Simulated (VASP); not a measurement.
# GaSn: structure and properties in VASP, part 4 of 4

What structure does GaSn take at this level, and what are its properties? The cell is invented: other elements were put on sites of a known structure type. It may not be a known or stable phase. Left out of this account: 1 further run (core levels: core levels are not valid at this level).

VASP 6.6.1; r2SCAN with rVV10; plane waves and PAW (Ga_d, Sn_d); invented cell.

So far. Step 4 (Density, ELF and potential (r2SCAN + rVV10)): In this run the pressure is 0.05 GPa, small enough to go on. Step 5 (Band structure (r2SCAN + rVV10)): There is no gap at this level. The relaxed cell has a = 4.274, c = 6.194 Å (conventional setting).

**6. Density of states (r2SCAN + rVV10)**

A density of states needs more k-points than a total energy; ISMEAR = -5 takes tetrahedra, and LORBIT projects the states on the PAW spheres. The mesh is finer than in the run before.

Contents of INCAR:

```
SYSTEM = GaSn
PREC = Accurate
ENCUT = 400
EDIFF = 1E-06
NELM = 100
ISMEAR = -5
SIGMA = 0.2
LREAL = .FALSE.
ALGO = Normal
METAGGA = R2SCAN
LUSE_VDW = .TRUE.
IVDW_NL = 2
BPARAM = 11.95
CPARAM = 0.0093
LASPH = .TRUE.
NBANDS = 41
LORBIT = 11
LWAVE = .FALSE.
LCHARG = .FALSE.
KPAR = 2
NEDOS = 2001
```

Contents of POSCAR:

```
GaSn
1.0
    4.2740398236      0.0000000003      0.0000000000
   -2.1370199062      3.7014270657      0.0000000000
    0.0000000000      0.0000000000      6.1938978061
Ga Sn
2 2
Direct
    0.6666666700      0.3333333300      0.7500000000
    0.3333333300      0.6666666700      0.2500000000
    0.0000000000      0.0000000000      0.0000000000
    0.0000000000      0.0000000000      0.5000000000
```

Contents of KPOINTS:

```
Automatic mesh
0
Gamma
9 9 6
0 0 0
```

PAW data sets: Ga_d and Sn_d (PBE family, release 64).

Launch:

```console
$ mpirun -np 2 vasp_std
```

Output:

```text
[... set-up lines as in an earlier step ...]
 entering main loop
       N       E                     dE             d eps       ncg     rms          rms(c)
Total rVV10 correction in eV:      1.5627490    57.9359691
Total rVV10 correction in eV:      1.5627490    57.9359691
DAV:   1     0.402652781994E+03    0.40265E+03   -0.22405E+04  4297   0.197E+03
DAV:   2    -0.474848289461E+01   -0.40740E+03   -0.39282E+03  3968   0.508E+02
DAV:   3    -0.736642234083E+02   -0.68916E+02   -0.68086E+02  4441   0.164E+02
DAV:   4    -0.767082206546E+02   -0.30440E+01   -0.30346E+01  4649   0.383E+01
DAV:   5    -0.768199342677E+02   -0.11171E+00   -0.11162E+00  5790   0.705E+00    0.453E+00
Total rVV10 correction in eV:      1.5550993    57.9359732
Total rVV10 correction in eV:      1.5550993    57.9359732
DAV:   6    -0.700926548253E+02    0.67273E+01   -0.16881E+00  5029   0.142E+01    0.224E+00
Total rVV10 correction in eV:      1.5552205    57.9359732
Total rVV10 correction in eV:      1.5552205    57.9359732
DAV:   7    -0.701014830320E+02   -0.88282E-02   -0.65089E-02  4743   0.229E+00    0.104E+00
Total rVV10 correction in eV:      1.5557977    57.9359732
Total rVV10 correction in eV:      1.5557977    57.9359732
DAV:   8    -0.701081677494E+02   -0.66847E-02   -0.14730E-02  4956   0.705E-01    0.132E-01
Total rVV10 correction in eV:      1.5556352    57.9359732
Total rVV10 correction in eV:      1.5556352    57.9359732
DAV:   9    -0.701076232595E+02    0.54449E-03   -0.42675E-03  5205   0.701E-01    0.354E-02
Total rVV10 correction in eV:      1.5558411    57.9359732
Total rVV10 correction in eV:      1.5558411    57.9359732
DAV:  10    -0.701076109110E+02    0.12348E-04   -0.29559E-04  4948   0.131E-01    0.163E-02
Total rVV10 correction in eV:      1.5559599    57.9359732
Total rVV10 correction in eV:      1.5559599    57.9359732
DAV:  11    -0.701076058312E+02    0.50798E-05   -0.33464E-05  5425   0.330E-02    0.652E-03
Total rVV10 correction in eV:      1.5560273    57.9359732
Total rVV10 correction in eV:      1.5560273    57.9359732
DAV:  12    -0.701076070983E+02   -0.12671E-05   -0.69722E-06  5360   0.262E-02    0.277E-03
Total rVV10 correction in eV:      1.5560193    57.9359732
Total rVV10 correction in eV:      1.5560193    57.9359732
DAV:  13    -0.701076078479E+02   -0.74957E-06   -0.46519E-07  2564   0.568E-03
Total rVV10 correction in eV:      1.5560066    57.9359732
Total rVV10 correction in eV:      1.5560066    57.9359732
Total rVV10 correction in eV:      1.5560117    57.9359732
Total rVV10 correction in eV:      1.5560117    57.9359732
   1 F= -.70107608E+02 E0= -.70107608E+02  d E =0.000000E+00
 -----------------------------------------------------------------------------
|                                                                             |
|           W    W    AA    RRRRR   N    N  II  N    N   GGGG   !!!           |
|           W    W   A  A   R    R  NN   N  II  NN   N  G    G  !!!           |
|           W    W  A    A  R    R  N N  N  II  N N  N  G       !!!           |
|           W WW W  AAAAAA  RRRRR   N  N N  II  N  N N  G  GGG   !            |
|           WW  WW  A    A  R   R   N   NN  II  N   NN  G    G                |
|           W    W  A    A  R    R  N    N  II  N    N   GGGG   !!!           |
|                                                                             |
|     Tetrahedron method does not include variations of the Fermi             |
|     occupations, so forces and stress will be inaccurate. We suggest        |
|     using a different smearing scheme ISMEAR = 1 or 2 for metals in         |
|     relaxations.                                                            |
|                                                                             |
 -----------------------------------------------------------------------------
```

It took 4.5 min on 2 MPI ranks of AMD EPYC 7R43, shared host; peak memory 0.69 GiB.

Parts of OUTCAR (step 6):

```text
   k-points           NKPTS =     48   k-points in BZ     NKDIM =     48   number of bands    NBANDS=     41

   NELECT =      54.0000    total number of electrons

 E-fermi :   6.1590

 k-point     1 :       0.0000    0.0000    0.0000
  band No.  band energies     occupation
    ...
     22      -1.0489      2.00000
     23      -1.0250      2.00000
     24       5.6820      2.00000
     25       5.6820      2.00000
     26       6.1779      0.54999
     27       7.9410      0.00000
     28       7.9410      0.00000
     29       7.9904      0.00000
     30       9.4323      0.00000
     31       9.4437      0.00000
    ...

  Total       -0.5214196     -0.5214196      0.3921684     -0.0000000     -0.0000000     -0.0000000
  in kB       -8.5256227     -8.5256227      6.4122644     -0.0000000     -0.0000000     -0.0000000
  external PRESSURE =      -3.5463270 kB  Pullay stress =       0.0000000 kB

 POSITION                                       TOTAL-FORCE (eV/Angst)
 -----------------------------------------------------------------------------------
      2.13702      1.23381      4.64542         0.000000     -0.000000      0.000000
     -0.00000      2.46762      1.54847        -0.000000     -0.000000      0.000000
      0.00000      0.00000      0.00000        -0.000000      0.000000      0.000000
      0.00000      0.00000      3.09695        -0.000000      0.000000      0.000000
 -----------------------------------------------------------------------------------
    total drift:                               -0.000005      0.000003      0.000000

  FREE ENERGIE OF THE ION-ELECTRON SYSTEM (eV)
  ---------------------------------------------------
  free  energy   TOTEN  =       -70.1076078479 eV

  energy  without entropy=      -70.1076078479  energy(sigma->0) =      -70.10760785

[... 7 parts as in an earlier step ...]

[... 9 further parts left out ...]
```

With tetrahedra the forces and stress of a metal are not exact derivatives of the energy.

Numbers from this step:

- SCF cycles: 13
- irreducible k-points: 48
- free energy (TOTEN): -70.1076 eV
- Fermi energy: 6.159 eV
- pressure: -0.3546 GPa
- DOS at the Fermi level: 1.988 states/eV/cell

The density of states has structure finer than the step of the table below, so its rows give means over 0.5 eV, whole bins alone (the curve runs from -12.0 to 3.78 eV). Peaks (eV: height): total -1.71: 2.55, 2.14: 2.88, 2.73: 2.27, 3.61: 3.14; Sn p -1.71: 0.633, -0.30: 0.490, 2.14: 0.553, 3.65: 0.653; Ga p -1.71: 0.398, 2.14: 0.542, 2.77: 0.433, 3.65: 0.557; Ga s -7.41: 0.405, -7.00: 0.409, -6.16: 0.433, -4.83: 0.433; Sn s -9.21: 0.601, -6.16: 0.431, 2.77: 0.157.

States under -12.0 eV and over 3.8 eV are left out. Table of density of states by energy, zero at the Fermi level; means over each step; values in states/eV/cell:

```csv
energy (eV),total,Sn p,Ga p,Ga s,Sn s,Sn d,Ga d
-11.5,0.0675,2.9e-4,1.5e-4,0.0124,0.0243,5.2e-5,1.1e-5
-11.0,0.415,0.00471,0.00275,0.0735,0.149,4.8e-4,7.7e-4
-10.5,0.639,0.0127,0.00815,0.106,0.232,9.7e-4,0.00223
-10.0,0.840,0.0222,0.0162,0.126,0.314,0.00214,0.00437
-9.5,1.21,0.0336,0.0333,0.147,0.490,0.00449,0.00908
-9.0,1.18,0.0431,0.0374,0.128,0.487,0.00437,0.0111
-8.5,0.849,0.0484,0.0254,0.109,0.320,0.00281,0.00843
-8.0,0.748,0.0555,0.0210,0.115,0.252,0.00278,0.00749
-7.5,0.965,0.0986,0.0199,0.226,0.218,0.00439,0.00812
-7.0,0.945,0.116,0.0167,0.286,0.125,0.00604,0.00570
-6.5,1.03,0.121,0.0355,0.269,0.168,0.00922,0.00582
-6.0,1.81,0.183,0.0731,0.401,0.405,0.0184,0.0141
-5.5,1.45,0.135,0.0579,0.342,0.337,0.0195,0.0122
-5.0,1.47,0.149,0.0613,0.413,0.269,0.0261,0.0111
-4.5,0.840,0.0906,0.0402,0.229,0.155,0.0141,0.00667
-4.0,0.708,0.118,0.0485,0.145,0.112,0.00931,0.00629
-3.5,1.17,0.267,0.128,0.127,0.103,0.0146,0.00949
-3.0,1.65,0.402,0.215,0.107,0.102,0.0219,0.0141
-2.5,1.74,0.429,0.250,0.0918,0.0923,0.0235,0.0165
-2.0,1.94,0.488,0.293,0.0974,0.0861,0.0320,0.0201
-1.5,2.08,0.531,0.320,0.112,0.0870,0.0430,0.0253
-1.0,1.53,0.396,0.230,0.0882,0.0768,0.0358,0.0223
-0.5,1.74,0.436,0.275,0.104,0.0793,0.0471,0.0285
0.0,1.91,0.451,0.306,0.139,0.103,0.0586,0.0322
0.5,1.58,0.371,0.261,0.105,0.0893,0.0518,0.0284
1.0,1.57,0.337,0.272,0.115,0.0885,0.0606,0.0288
1.5,1.60,0.310,0.302,0.122,0.0748,0.0724,0.0301
2.0,2.30,0.447,0.422,0.165,0.107,0.106,0.0487
2.5,1.88,0.276,0.353,0.0931,0.123,0.100,0.0432
3.0,1.61,0.258,0.327,0.0550,0.120,0.0753,0.0362
3.5,2.36,0.481,0.443,0.0893,0.0822,0.122,0.0725
```

The finer mesh and the other smearing move the Fermi level by +0.03 eV from the 6×6×4 run, a small shift, which tests the Fermi level alone. Of the states within 0.3 eV of the Fermi level, the largest shares in the PAW spheres are Sn p 24 %, Ga p 16 % and Ga s 7 %. The rest lies in smaller channels or between the spheres.

**7. Zone-centre phonons (r2SCAN + rVV10)**

Zone-centre modes test whether the atoms sit at a minimum within this cell. IBRION = 6 takes the force constants from differences of forces between displaced cells, so the forces must be tight.

Contents of INCAR:

```
SYSTEM = GaSn
PREC = Accurate
ENCUT = 400
EDIFF = 1E-08
NELM = 100
ISMEAR = 1
SIGMA = 0.2
LREAL = .FALSE.
ALGO = Normal
METAGGA = R2SCAN
LUSE_VDW = .TRUE.
IVDW_NL = 2
BPARAM = 11.95
CPARAM = 0.0093
LASPH = .TRUE.
NBANDS = 33
LORBIT = 11
LWAVE = .FALSE.
LCHARG = .FALSE.
KPAR = 2
IBRION = 6
NFREE = 2
POTIM = 0.015
ISIF = 2
NSW = 1
```

POSCAR is that of step 6.

Contents of KPOINTS:

```
Automatic mesh
0
Gamma
10 10 6
0 0 0
```

Launch:

```console
$ mpirun -np 2 vasp_std
```

Output:

```text
[... set-up lines as in an earlier step ...]
 entering main loop
       N       E                     dE             d eps       ncg     rms          rms(c)
Total rVV10 correction in eV:      1.5627490    57.9359691
Total rVV10 correction in eV:      1.5627490    57.9359691
DAV:   1     0.363001910809E+03    0.36300E+03   -0.24235E+04  3720   0.244E+03
DAV:   2    -0.201111226667E+02   -0.38311E+03   -0.37808E+03  3824   0.535E+02
DAV:   3    -0.746815254042E+02   -0.54570E+02   -0.54123E+02  4370   0.180E+02
DAV:   4    -0.767448425000E+02   -0.20633E+01   -0.20575E+01  4146   0.395E+01
DAV:   5    -0.768279230005E+02   -0.83081E-01   -0.83070E-01  5773   0.734E+00    0.450E+00
Total rVV10 correction in eV:      1.5549146    57.9359732
Total rVV10 correction in eV:      1.5549146    57.9359732
DAV:   6    -0.701015095984E+02    0.67264E+01   -0.18446E+00  4419   0.177E+01    0.224E+00
Total rVV10 correction in eV:      1.5548700    57.9359732
Total rVV10 correction in eV:      1.5548700    57.9359732
DAV:   7    -0.701096606427E+02   -0.81510E-02   -0.66432E-02  4411   0.272E+00    0.106E+00
Total rVV10 correction in eV:      1.5553246    57.9359732
Total rVV10 correction in eV:      1.5553246    57.9359732
DAV:   8    -0.701161343100E+02   -0.64737E-02   -0.15578E-02  4500   0.862E-01    0.127E-01
Total rVV10 correction in eV:      1.5551216    57.9359732
Total rVV10 correction in eV:      1.5551216    57.9359732
DAV:   9    -0.701156089004E+02    0.52541E-03   -0.50783E-03  4555   0.885E-01    0.378E-02
Total rVV10 correction in eV:      1.5553359    57.9359732
Total rVV10 correction in eV:      1.5553359    57.9359732
DAV:  10    -0.701156336868E+02   -0.24786E-04   -0.32331E-04  4547   0.155E-01    0.168E-02
Total rVV10 correction in eV:      1.5554474    57.9359732
Total rVV10 correction in eV:      1.5554474    57.9359732
DAV:  11    -0.701156342584E+02   -0.57163E-06   -0.33293E-05  5352   0.405E-02    0.701E-03
Total rVV10 correction in eV:      1.5555336    57.9359732
Total rVV10 correction in eV:      1.5555336    57.9359732
DAV:  12    -0.701156291325E+02    0.51259E-05   -0.13866E-05  4627   0.428E-02    0.305E-03
Total rVV10 correction in eV:      1.5555207    57.9359732
Total rVV10 correction in eV:      1.5555207    57.9359732
DAV:  13    -0.701156298628E+02   -0.73033E-06   -0.11168E-06  4260   0.115E-02    0.106E-03
Total rVV10 correction in eV:      1.5555132    57.9359732
Total rVV10 correction in eV:      1.5555132    57.9359732
DAV:  14    -0.701156295653E+02    0.29746E-06   -0.45594E-07  4909   0.820E-03    0.415E-04
Total rVV10 correction in eV:      1.5555126    57.9359732
Total rVV10 correction in eV:      1.5555126    57.9359732
DAV:  15    -0.701156295884E+02   -0.23109E-07   -0.28576E-08  3307   0.186E-03    0.183E-04
Total rVV10 correction in eV:      1.5555133    57.9359732
Total rVV10 correction in eV:      1.5555133    57.9359732
[...]
Total rVV10 correction in eV:      1.5555129    57.9359732
DAV:  17    -0.701156296220E+02   -0.45699E-07   -0.16955E-09  2036   0.388E-04    0.270E-05
Total rVV10 correction in eV:      1.5555129    57.9359732
Total rVV10 correction in eV:      1.5555129    57.9359732
DAV:  18    -0.701156296221E+02   -0.60027E-10   -0.64993E-10  2019   0.240E-04
Total rVV10 correction in eV:      1.5555128    57.9359732
Total rVV10 correction in eV:      1.5555128    57.9359732
Total rVV10 correction in eV:      1.5555128    57.9359732
Total rVV10 correction in eV:      1.5555128    57.9359732
   1 F= -.70115630E+02 E0= -.70115162E+02  d E =-.140402E-02
[...]
2 F= -.70115296E+02 E0= -.70114828E+02  d E =-.140612E-02
[...]
3 F= -.70115300E+02 E0= -.70114832E+02  d E =-.140601E-02
[...]
4 F= -.70115204E+02 E0= -.70114737E+02  d E =-.140159E-02
[...]
5 F= -.70115204E+02 E0= -.70114737E+02  d E =-.140159E-02
 Finite differences progress:
  Degree of freedom:   2/  4
  Displacement:        2/  2
  Total:               4/  8
[...]
N       E                     dE             d eps       ncg     rms          rms(c)
Total rVV10 correction in eV:      1.5555183    57.9359721
Total rVV10 correction in eV:      1.5555183    57.9359721
DAV:   1    -0.701071813799E+02    0.80227E-02   -0.19620E+00 12360   0.780E+00    0.231E-01
Total rVV10 correction in eV:      1.5554814    57.9359737
Total rVV10 correction in eV:      1.5554814    57.9359737
DAV:   2    -0.701152182169E+02   -0.80368E-02   -0.54489E-02 15795   0.176E+00    0.623E-02
Total rVV10 correction in eV:      1.5555001    57.9359737
Total rVV10 correction in eV:      1.5555001    57.9359737
DAV:   3    -0.701153171042E+02   -0.98887E-04   -0.87363E-04 15914   0.266E-01    0.624E-02
Total rVV10 correction in eV:      1.5555057    57.9359737
Total rVV10 correction in eV:      1.5555057    57.9359737
DAV:   4    -0.701153333458E+02   -0.16242E-04   -0.74004E-05 14830   0.664E-02    0.365E-02
 hard stop encountered!  aborting job ...
 -----------------------------------------------------------------------------
|                                                                             |
|           W    W    AA    RRRRR   N    N  II  N    N   GGGG   !!!           |
|           W    W   A  A   R    R  NN   N  II  NN   N  G    G  !!!           |
|           W    W  A    A  R    R  N N  N  II  N N  N  G       !!!           |
|           W WW W  AAAAAA  RRRRR   N  N N  II  N  N N  G  GGG   !            |
|           WW  WW  A    A  R   R   N   NN  II  N   NN  G    G                |
|           W    W  A    A  R    R  N    N  II  N    N   GGGG   !!!           |
|                                                                             |
|     The electronic self-consistency was not achieved in the given           |
|     number of steps (NELM). The forces and other quantities evaluated       |
|     might not be reliable so examine the results carefully. If you find     |
|     spurious results, we suggest increasing NELM, if you were close to      |
|     convergence or switching to a different ALGO or adjusting the           |
|     density mixing parameters otherwise.                                    |
|                                                                             |
 -----------------------------------------------------------------------------

 soft stop encountered!  aborting job ...
```

Run time: 52 min. Hardware: 2 MPI ranks.

The run was stopped at its time limit, by a STOPCAR file.

More ranks or a longer limit would be the way on.

**8. Outcome**

```
relaxed volume                            : 24.50 Å³/atom
relaxed conventional cell a, b, c         : 4.274, 4.274, 6.194 Å; angles 90.0, 90.0, 120.0°
space group after relaxing, within 0.02 Å : P6_3/mmc (No. 194)
band gap                                  : none, a metal
DOS at the Fermi level                    : 1.99 states/eV/cell
```

**Reading.** With r2SCAN + rVV10, GaSn relaxes to 24.50 Å³/atom in space group P6_3/mmc (held by the symmetry of the run) and comes out as a metal. Not obtained: zone-centre phonons (r2SCAN + rVV10), because the run hit its time limit. Band structure (r2SCAN + rVV10): Of the bands kept, 5 cross the Fermi level on this path. Spin-orbit coupling is left out, and with elements this heavy it would split and shift bands near the Fermi level. The k-sampling is coarse for a metal, so the Fermi level, pressures and the shape of the cell carry errors. No search among competing phases was made. All values are for a static lattice at zero temperature.

[Lines on the potential files, build, host, timing and source positions are cut from VASP's logs without a mark.]

[Logs are printed without paths, hosts, clocks, repeated set-up lines and the standing remarks that a program may print on its own settings, such as how far it seeks lower states.]

[Hosts, paths, dates, database ids (printed as entryN), source tags and the programs' standing remarks are cut or masked in the printed files.]

[A measured line is paired with the nearest computed mode of its activity, which favours agreement.]
